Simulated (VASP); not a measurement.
OSZICAR of a VASP run on Zn32AsSe31:

**OSZICAR**
```
       N       E                     dE             d eps       ncg     rms          rms(c)
DAV:   1     0.690084876692E+04    0.69008E+04   -0.21910E+05  1372   0.183E+03
DAV:   2     0.131948654115E+04   -0.55814E+04   -0.54168E+04  1372   0.507E+02
DAV:   3    -0.405303917639E+02   -0.13600E+04   -0.12648E+04  1506   0.200E+02
DAV:   4    -0.196905704627E+03   -0.15638E+03   -0.15350E+03  1560   0.680E+01
DAV:   5    -0.201616581997E+03   -0.47109E+01   -0.46813E+01  1504   0.112E+01    0.258E+01
RMM:   6    -0.193386693745E+03    0.82299E+01   -0.28245E+01  1372   0.118E+01    0.204E+01
RMM:   7    -0.192663785746E+03    0.72291E+00   -0.86865E+00  1372   0.598E+00    0.675E+00
RMM:   8    -0.192827676709E+03   -0.16389E+00   -0.20425E+00  1379   0.213E+00    0.278E+00
RMM:   9    -0.192784259138E+03    0.43418E-01   -0.37031E-01  1390   0.148E+00    0.118E+00
RMM:  10    -0.192767263618E+03    0.16996E-01   -0.81290E-02  1372   0.551E-01    0.496E-01
RMM:  11    -0.192768419585E+03   -0.11560E-02   -0.14928E-02  1415   0.220E-01    0.284E-01
RMM:  12    -0.192769228593E+03   -0.80901E-03   -0.33035E-03  1382   0.126E-01    0.279E-01
RMM:  13    -0.192769439588E+03   -0.21100E-03   -0.20510E-03  1376   0.109E-01    0.594E-02
RMM:  14    -0.192769432245E+03    0.73430E-05   -0.34121E-04  1430   0.303E-02    0.402E-02
RMM:  15    -0.192769432756E+03   -0.51097E-06   -0.48366E-05  1005   0.113E-02
   1 F= -.19276943E+03 E0= -.19273500E+03  d E =-.192769E+03  mag=     1.0000
       N       E                     dE             d eps       ncg     rms          rms(c)
DAV:   1    -0.192794581624E+03   -0.25149E-01   -0.67487E+00  1496   0.442E+00    0.477E-01
RMM:   2    -0.192800238190E+03   -0.56566E-02   -0.68304E-02  1372   0.469E-01    0.183E-01
RMM:   3    -0.192800970920E+03   -0.73273E-03   -0.93789E-03  1380   0.176E-01    0.104E-01
RMM:   4    -0.192801080258E+03   -0.10934E-03   -0.17708E-03  1422   0.780E-02    0.875E-02
RMM:   5    -0.192801068770E+03    0.11489E-04   -0.43061E-04  1375   0.420E-02    0.329E-02
RMM:   6    -0.192801081879E+03   -0.13109E-04   -0.11895E-04  1235   0.185E-02    0.110E-02
RMM:   7    -0.192801081407E+03    0.47233E-06   -0.23123E-05   884   0.852E-03
   2 F= -.19280108E+03 E0= -.19276512E+03  d E =-.316487E-01  mag=     1.0000
       N       E                     dE             d eps       ncg     rms          rms(c)
DAV:   1    -0.192805851593E+03   -0.47697E-02   -0.13689E+01  1464   0.622E+00    0.664E-01
RMM:   2    -0.192816613014E+03   -0.10761E-01   -0.13110E-01  1372   0.662E-01    0.247E-01
RMM:   3    -0.192818022898E+03   -0.14099E-02   -0.17815E-02  1377   0.246E-01    0.145E-01
RMM:   4    -0.192818185592E+03   -0.16269E-03   -0.29148E-03  1408   0.110E-01    0.120E-01
RMM:   5    -0.192818168115E+03    0.17477E-04   -0.72336E-04  1377   0.553E-02    0.490E-02
RMM:   6    -0.192818191940E+03   -0.23825E-04   -0.21735E-04  1329   0.247E-02    0.158E-02
RMM:   7    -0.192818191389E+03    0.55031E-06   -0.42194E-05   962   0.120E-02
   3 F= -.19281819E+03 E0= -.19278060E+03  d E =-.487586E-01  mag=     1.0000
       N       E                     dE             d eps       ncg     rms          rms(c)
DAV:   1    -0.192823557409E+03   -0.53655E-02   -0.19158E+00  1448   0.226E+00    0.266E-01
RMM:   2    -0.192824889505E+03   -0.13321E-02   -0.18307E-02  1372   0.235E-01    0.884E-02
RMM:   3    -0.192825095591E+03   -0.20609E-03   -0.24995E-03  1376   0.941E-02    0.612E-02
RMM:   4    -0.192825122467E+03   -0.26876E-04   -0.43168E-04  1411   0.405E-02    0.514E-02
RMM:   5    -0.192825119432E+03    0.30349E-05   -0.11919E-04  1261   0.220E-02    0.178E-02
RMM:   6    -0.192825123762E+03   -0.43297E-05   -0.33699E-05   955   0.103E-02
   4 F= -.19282512E+03 E0= -.19278695E+03  d E =-.693237E-02  mag=     1.0000
       N       E                     dE             d eps       ncg     rms          rms(c)
DAV:   1    -0.192825644568E+03   -0.52514E-03   -0.31996E+00  1416   0.288E+00    0.340E-01
RMM:   2    -0.192827947103E+03   -0.23025E-02   -0.30910E-02  1372   0.308E-01    0.115E-01
RMM:   3    -0.192828312779E+03   -0.36568E-03   -0.43218E-03  1378   0.122E-01    0.793E-02
RMM:   4    -0.192828347946E+03   -0.35167E-04   -0.64776E-04  1413   0.532E-02    0.654E-02
RMM:   5    -0.192828342373E+03    0.55727E-05   -0.18795E-04  1357   0.278E-02    0.204E-02
RMM:   6    -0.192828348473E+03   -0.60994E-05   -0.46870E-05  1020   0.120E-02
   5 F= -.19282835E+03 E0= -.19278985E+03  d E =-.101571E-01  mag=     1.0000
       N       E                     dE             d eps       ncg     rms          rms(c)
DAV:   1    -0.192829180407E+03   -0.83803E-03   -0.56466E-01  1448   0.132E+00    0.159E-01
RMM:   2    -0.192829873234E+03   -0.69283E-03   -0.77161E-03  1372   0.153E-01    0.500E-02
RMM:   3    -0.192829957837E+03   -0.84603E-04   -0.98443E-04  1376   0.585E-02    0.393E-02
RMM:   4    -0.192829963431E+03   -0.55944E-05   -0.15177E-04  1395   0.270E-02    0.305E-02
RMM:   5    -0.192829960471E+03    0.29596E-05   -0.40093E-05  1022   0.134E-02
   6 F= -.19282996E+03 E0= -.19279145E+03  d E =-.161200E-02  mag=     1.0000
       N       E                     dE             d eps       ncg     rms          rms(c)
DAV:   1    -0.192829945057E+03    0.18374E-04   -0.23164E-01  1416   0.845E-01    0.105E-01
RMM:   2    -0.192830227317E+03   -0.28226E-03   -0.31792E-03  1372   0.982E-02    0.338E-02
RMM:   3    -0.192830263881E+03   -0.36564E-04   -0.41563E-04  1377   0.379E-02    0.254E-02
RMM:   4    -0.192830266794E+03   -0.29126E-05   -0.65529E-05  1168   0.177E-02
   7 F= -.19283027E+03 E0= -.19279174E+03  d E =-.191832E-02  mag=     1.0000
       N       E                     dE             d eps       ncg     rms          rms(c)
DAV:   1    -0.192830656642E+03   -0.39276E-03   -0.29626E-01  1432   0.935E-01    0.719E-02
RMM:   2    -0.192830801900E+03   -0.14526E-03   -0.16331E-03  1372   0.796E-02    0.274E-02
RMM:   3    -0.192830823373E+03   -0.21473E-04   -0.22914E-04  1378   0.291E-02    0.183E-02
RMM:   4    -0.192830825245E+03   -0.18713E-05   -0.35666E-05   923   0.133E-02
   8 F= -.19283083E+03 E0= -.19279230E+03  d E =-.558451E-03  mag=     1.0000
```

Task: Which electronic solver shows in the log?

Result: It is blocked Davidson (ALGO = Normal, or the opening steps of other solvers) and then RMM-DIIS (ALGO = Fast or VeryFast). The INCAR had ALGO = Fast.

Task: How was spin treated?

Result: Collinear spin (ISPIN = 2): the summary line carries one mag value, 1.00 μB in the cell.

Task: Can the final energy be trusted as converged?

Result: The run converged. It stopped with EDIFF = 1E-5, NELM = 100, NSW = 60 and EDIFFG = -0.03 after 8 ionic steps (PBE GGA, plane waves, VASP's PBE PAW potentials (set 64)). The cell is charged, with a uniform compensating background. The supercell is sampled at Γ alone, which is coarse: total energies, pressure and levels can be off, energies of defects by several tenths of an eV.

The cell is a supercell with a defect, built from ZnSe (zinc blende): As_Se, charge +2. The total moment is imposed (NUPDOWN), so this need not be the lowest spin state.
